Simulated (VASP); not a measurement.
Here is the system:

```
CELL_PARAMETERS angstrom
      0.00000     1.75545     1.75545
      1.75545     0.00000     1.75545
      1.75545     1.75545     0.00000
ATOMIC_POSITIONS crystal
  C  0.50000 0.50000 0.50000
  C  0.75000 0.75000 0.75000
```

Calculation: PBE GGA, VASP's PBE PAW potentials (set 64) (plane waves; VASP). Run with 400 eV cut-off, 13×13×13 Γ-centred mesh, Fermi-Dirac smearing of 0.050 eV, potentials C.

Question: Give the energies of bands 2 to 7 at the high-symmetry points, in eV from the valence-band maximum.

Answer: 
```
band     Γ       X       U       L       W
----  ----  ------  ------  ------  ------
2     0.00  -13.12  -12.07  -13.92  -12.25
3     0.00   -6.60   -9.79   -2.94   -8.75
4     0.00   -6.60   -5.62   -2.94   -8.75
5     5.72    4.85    5.79    8.65   10.84
6     5.72    4.85   11.10    8.65   10.84
7     5.72   17.61   14.99    9.48   12.94
```

The gap is indirect, 4.23 eV, from the valence maximum at Γ to the conduction minimum at (0.38, 0.38, 0.00).

The structure comes from a computed database's C entry; how it stands against other phases isn't given here. The cell was not relaxed at this level.
